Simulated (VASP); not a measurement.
Here is the system:

```xyz
2
Lattice="1.1036 -1.9115 0.0000 1.1036 1.9115 0.0000 0.0000 0.0000 3.4909" Properties=species:S:1:pos:R:3 pbc="T T T"
Be     1.1036     0.6372     0.8727
Be     1.1036    -0.6372     2.6182
```

All values below come from PBE GGA, VASP's PBE PAW potentials (set 64) (plane waves; VASP). Numerical set-up: 500 eV cut-off, 19×19×10 Γ-centred mesh, first-order Methfessel-Paxton smearing of 0.10 eV, potentials Be.

Energy and stress use the plane-wave basis of the starting cell.

Task: The ions, cell shape and volume at an external pressure of 20.0 GPa are relaxed. Predict the relaxed structure.

Result: 
```xyz
2
Lattice="1.0819 -1.8739 0.0000 1.0819 1.8739 0.0000 0.0000 0.0000 3.4283" Properties=species:S:1:pos:R:3 pbc="T T T"
Be     1.0819     0.6246     0.8571
Be     1.0819    -0.6246     2.5712
```
Space group P6_3/mmc (194), at a tolerance of 0.03 Å.

Task: How do energy and volume change from the first to the last step?

Result: The energy (σ→0) changes by +38.0 meV/atom and the volume by -5.6 %, in 5 ionic steps.

The compound is Be in the hcp structure. This run relaxes it under an external pressure of 20 GPa. Symmetry was kept, so distortions that lower it aren't found.
